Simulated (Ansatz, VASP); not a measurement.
# Cross-check of SiC between VASP and Ansatz, part 2 of 3

One calculation is typed for both programs; each brings its own data sets. How far apart do they land? The cell is taken from a series of runs on this material, whose earlier steps may have relaxed, scaled, displaced or heated it; both programs get it as it stands.

VASP 6.6.1 and Ansatz 0.2.0.

So far: The starting structure; VASP: zone-centre phonons, LDA.

### 2. VASP: zone-centre phonons, LDA (continued)

Level of this step: LDA; plane waves and PAW (C, Si) (VASP).

OUTCAR, selected parts (step 2):

```text
ion  position               nearest neighbor table
   1  0.667  0.333  0.750-   7 1.85   7 1.85   7 1.85   5 1.86
   2  0.333  0.667  0.250-   8 1.85   8 1.85   8 1.85   6 1.86
   3  0.000  0.000  0.500-   6 1.85   6 1.85   6 1.85   7 1.85
   4  0.000  0.000  0.000-   5 1.85   5 1.85   5 1.85   8 1.85
   5  0.667  0.333  0.938-   4 1.85   4 1.85   4 1.85   1 1.86   7 3.02   7 3.02   7 3.02   8 3.02
                             8 3.02   8 3.02
   6  0.333  0.667  0.438-   3 1.85   3 1.85   3 1.85   2 1.86   8 3.02   8 3.02   8 3.02   7 3.02
                             7 3.02   7 3.02
   7  0.000  0.000  0.688-   1 1.85   1 1.85   1 1.85   3 1.85   5 3.02   5 3.02   5 3.02   6 3.02
                             6 3.02   6 3.02
   8  0.000  0.000  0.188-   2 1.85   2 1.85   2 1.85   4 1.85   6 3.02   6 3.02   6 3.02   5 3.02
                             5 3.02   5 3.02

  LATTYP: Found a hexagonal cell.
 ALAT       =     3.0173824404
 C/A-ratio  =     3.2728564958

 Subroutine GETGRP returns: Found 12 space group operations
 (whereof  6 operations were pure point group operations)

The static configuration has the point symmetry C_3v.
 The point group associated with its full space group is C_6v.

 Found     36 irreducible k-points:

   k-points           NKPTS =     36   k-points in BZ     NKDIM =     36   number of bands    NBANDS=     24

   dimension x,y,z NGX =    24 NGY =   24 NGZ =   80
   dimension x,y,z NGXF=    48 NGYF=   48 NGZF=  160

   ENCUT  =  600.0 eV  44.10 Ry    6.64 a.u.   6.03  6.03 19.72*2*pi/ulx,y,z

   NELECT =      32.0000    total number of electrons

 k-points in reciprocal lattice and weights: Automatic mesh
   0.00000000  0.00000000  0.00000000       0.003
   0.11111111 -0.00000000  0.00000000       0.019
   0.22222222  0.00000000  0.00000000       0.019
   0.33333333 -0.00000000  0.00000000       0.019
   0.44444444  0.00000000  0.00000000       0.019
   0.11111111  0.11111111  0.00000000       0.019
   0.22222222  0.11111111  0.00000000       0.037
   0.33333333  0.11111111  0.00000000       0.037
   0.44444444  0.11111111  0.00000000       0.019
[...]
0.33333333  0.22222222  0.50000000       0.037
   0.33333333  0.33333333  0.50000000       0.006

 average (electrostatic) potential at core
       1 -48.1181       2 -48.1181       3 -48.1811       4 -48.1811       5 -81.0985
       6 -81.0985       7 -81.0510       8 -81.0510

   1 f  =   28.900494 THz   181.587160 2PiTHz  964.016715 cm-1   119.522786 meV
             X         Y         Z           dx          dy          dz
      1.508691  0.871043  7.404786    -0.000000    0.000000    0.182778
     -0.000000  1.742087  2.467056    -0.000000   -0.000000   -0.182778
      0.000000  0.000000  4.942089    -0.000000   -0.000000    0.590411
      0.000000  0.000000  0.004359    -0.000000   -0.000000   -0.590411
      1.508691  0.871043  9.261354     0.000000    0.000000    0.161709
     -0.000000  1.742087  4.323624     0.000000    0.000000   -0.161709
      0.000000  0.000000  6.793584     0.000000   -0.000000   -0.303080
      0.000000  0.000000  1.855854     0.000000    0.000000    0.303080

   2 f  =   28.638582 THz   179.941516 2PiTHz  955.280261 cm-1   118.439604 meV
             X         Y         Z           dx          dy          dz
      1.508691  0.871043  7.404786    -0.000000    0.000000   -0.588406
     -0.000000  1.742087  2.467056    -0.000000   -0.000000    0.588406
      0.000000  0.000000  4.942089    -0.000000   -0.000000    0.184306
      0.000000  0.000000  0.004359    -0.000000   -0.000000   -0.184306
      1.508691  0.871043  9.261354     0.000000    0.000000    0.303630
     -0.000000  1.742087  4.323624     0.000000    0.000000   -0.303630
      0.000000  0.000000  6.793584     0.000000   -0.000000    0.166189
      0.000000  0.000000  1.855854     0.000000   -0.000000   -0.166189

   3 f  =   26.423329 THz   166.022675 2PiTHz  881.387397 cm-1   109.278061 meV
             X         Y         Z           dx          dy          dz
      1.508691  0.871043  7.404786     0.000000    0.000000    0.480892
     -0.000000  1.742087  2.467056    -0.000000   -0.000000    0.480892
      0.000000  0.000000  4.942089     0.000000   -0.000000   -0.517064
      0.000000  0.000000  0.004359     0.000000   -0.000000   -0.517064
      1.508691  0.871043  9.261354    -0.000000    0.000000   -0.011669
     -0.000000  1.742087  4.323624    -0.000000    0.000000   -0.011669
      0.000000  0.000000  6.793584    -0.000000   -0.000000    0.035381
      0.000000  0.000000  1.855854    -0.000000    0.000000    0.035381

   4 f  =   25.116766 THz   157.813296 2PiTHz  837.805140 cm-1   103.874552 meV
             X         Y         Z           dx          dy          dz
      1.508691  0.871043  7.404786     0.417705   -0.000004   -0.000000
     -0.000000  1.742087  2.467056     0.417705   -0.000004   -0.000000
      0.000000  0.000000  4.942089     0.419210   -0.000004    0.000000
      0.000000  0.000000  0.004359     0.419210   -0.000004    0.000000
      1.508691  0.871043  9.261354    -0.272989    0.000003   -0.000000
     -0.000000  1.742087  4.323624    -0.272989    0.000003   -0.000000
      0.000000  0.000000  6.793584    -0.274339    0.000003   -0.000000
      0.000000  0.000000  1.855854    -0.274339    0.000003   -0.000000

   5 f  =   25.116766 THz   157.813296 2PiTHz  837.805140 cm-1   103.874552 meV
             X         Y         Z           dx          dy          dz
      1.508691  0.871043  7.404786     0.000004    0.417705    0.000000
     -0.000000  1.742087  2.467056     0.000004    0.417705    0.000000
      0.000000  0.000000  4.942089     0.000004    0.419210    0.000000
      0.000000  0.000000  0.004359     0.000004    0.419210   -0.000000
      1.508691  0.871043  9.261354    -0.000003   -0.272989   -0.000000
     -0.000000  1.742087  4.323624    -0.000003   -0.272989   -0.000000
      0.000000  0.000000  6.793584    -0.000003   -0.274339   -0.000000
      0.000000  0.000000  1.855854    -0.000003   -0.274339   -0.000000

   6 f  =   24.844859 THz   156.104854 2PiTHz  828.735296 cm-1   102.750035 meV
             X         Y         Z           dx          dy          dz
      1.508691  0.871043  7.404786     0.497744   -0.000002   -0.000000
     -0.000000  1.742087  2.467056    -0.497744    0.000002    0.000000
      0.000000  0.000000  4.942089    -0.339005    0.000001    0.000000
      0.000000  0.000000  0.004359     0.339005   -0.000001    0.000000
      1.508691  0.871043  9.261354    -0.238633    0.000001   -0.000000
     -0.000000  1.742087  4.323624     0.238633   -0.000001   -0.000000
      0.000000  0.000000  6.793584    -0.283515    0.000001   -0.000000
      0.000000  0.000000  1.855854     0.283515   -0.000001   -0.000000

   7 f  =   24.844859 THz   156.104854 2PiTHz  828.735296 cm-1   102.750035 meV
             X         Y         Z           dx          dy          dz
      1.508691  0.871043  7.404786     0.000002    0.497744    0.000000
     -0.000000  1.742087  2.467056    -0.000002   -0.497744    0.000000
      0.000000  0.000000  4.942089    -0.000001   -0.339005    0.000000
      0.000000  0.000000  0.004359     0.000001    0.339005    0.000000
      1.508691  0.871043  9.261354    -0.000001   -0.238633   -0.000000
     -0.000000  1.742087  4.323624     0.000001    0.238633   -0.000000
      0.000000  0.000000  6.793584    -0.000001   -0.283515   -0.000000
      0.000000  0.000000  1.855854     0.000001    0.283515   -0.000000

   8 f  =   24.628103 THz   154.742934 2PiTHz  821.505083 cm-1   101.853603 meV
             X         Y         Z           dx          dy          dz
      1.508691  0.871043  7.404786    -0.000000   -0.000000   -0.439177
     -0.000000  1.742087  2.467056     0.000000    0.000000   -0.439177
      0.000000  0.000000  4.942089    -0.000000   -0.000000   -0.396851
      0.000000  0.000000  0.004359     0.000000    0.000000   -0.396851
      1.508691  0.871043  9.261354    -0.000000   -0.000000    0.283581
     -0.000000  1.742087  4.323624     0.000000    0.000000    0.283581
      0.000000  0.000000  6.793584     0.000000    0.000000    0.263087
      0.000000  0.000000  1.855854    -0.000000   -0.000000    0.263087

   9 f  =   24.608100 THz   154.617251 2PiTHz  820.837851 cm-1   101.770877 meV
             X         Y         Z           dx          dy          dz
      1.508691  0.871043  7.404786     0.336097    0.000020   -0.000000
     -0.000000  1.742087  2.467056    -0.336097   -0.000020   -0.000000
      0.000000  0.000000  4.942089     0.496149    0.000030   -0.000000
      0.000000  0.000000  0.004359    -0.496149   -0.000030   -0.000000
      1.508691  0.871043  9.261354     0.285573    0.000017    0.000000
     -0.000000  1.742087  4.323624    -0.285573   -0.000017    0.000000
      0.000000  0.000000  6.793584    -0.243563   -0.000015    0.000000
      0.000000  0.000000  1.855854     0.243563    0.000015    0.000000

  10 f  =   24.608100 THz   154.617251 2PiTHz  820.837851 cm-1   101.770877 meV
             X         Y         Z           dx          dy          dz
      1.508691  0.871043  7.404786     0.000020   -0.336097    0.000000
     -0.000000  1.742087  2.467056    -0.000020    0.336097    0.000000
      0.000000  0.000000  4.942089     0.000030   -0.496149    0.000000
      0.000000  0.000000  0.004359    -0.000030    0.496149    0.000000
      1.508691  0.871043  9.261354     0.000017   -0.285573   -0.000000
     -0.000000  1.742087  4.323624    -0.000017    0.285573   -0.000000
      0.000000  0.000000  6.793584    -0.000015    0.243563   -0.000000
      0.000000  0.000000  1.855854     0.000015   -0.243563   -0.000000

  11 f  =   24.442283 THz   153.575392 2PiTHz  815.306795 cm-1   101.085114 meV
             X         Y         Z           dx          dy          dz
      1.508691  0.871043  7.404786    -0.429087    0.000003    0.000000
     -0.000000  1.742087  2.467056    -0.429087    0.000003    0.000000
      0.000000  0.000000  4.942089     0.428584   -0.000003    0.000000
      0.000000  0.000000  0.004359     0.428584   -0.000003    0.000000
    [... 145 further lines ...]
      0.000000  0.000000  6.793584     0.000000   -0.000000   -0.418467
      0.000000  0.000000  1.855854     0.000000   -0.000000   -0.418467

 MACROSCOPIC STATIC DIELECTRIC TENSOR IONIC CONTRIBUTION
 ------------------------------------------------------
           3.180917     0.000000    -0.000000
           0.000000     3.180917     0.000000
          -0.000000     0.000000     3.551638
 ------------------------------------------------------

 ELASTIC MODULI CONTR FROM IONIC RELAXATION (kBar)
 Direction    XX          YY          ZZ          XY          YZ          ZX
 --------------------------------------------------------------------------------
 XX        -716.4574    376.0538    335.3991     -0.0000      0.0000      0.0000
 YY         376.0538   -716.4574    335.3991      0.0000     -0.0000     -0.0000
 ZZ         335.3991    335.3991   -662.1933     -0.0000      0.0000     -0.0000
 XY          -0.0000      0.0000     -0.0000   -546.2556     -0.0000      0.0000
 YZ           0.0000     -0.0000      0.0000     -0.0000   -167.9024     -0.0000
 ZX           0.0000     -0.0000     -0.0000      0.0000     -0.0000   -177.3709
 --------------------------------------------------------------------------------

 PIEZOELECTRIC TENSOR IONIC CONTR  for field in x, y, z        (C/m^2)
          XX          YY          ZZ          XY          YZ          ZX
  --------------------------------------------------------------------------------
  x    -0.00000     0.00000     0.00000    -0.00000     0.00000     0.70577
  y    -0.00000     0.00000    -0.00000     0.00000     0.68648     0.00000
  z     0.73060     0.73060    -1.44168     0.00000     0.00000    -0.00000
```

[end of part 2 of 3]

[Lines on the potential files, build, host, timing and source positions are cut from VASP's logs without a mark.]

[Logs are printed without paths, hosts, clocks, repeated set-up lines and the standing remarks that a program may print on its own settings, such as how far it seeks lower states.]

[Hosts, paths, dates, database ids (printed as entryN), source tags and the programs' standing remarks are cut or masked in the printed files.]
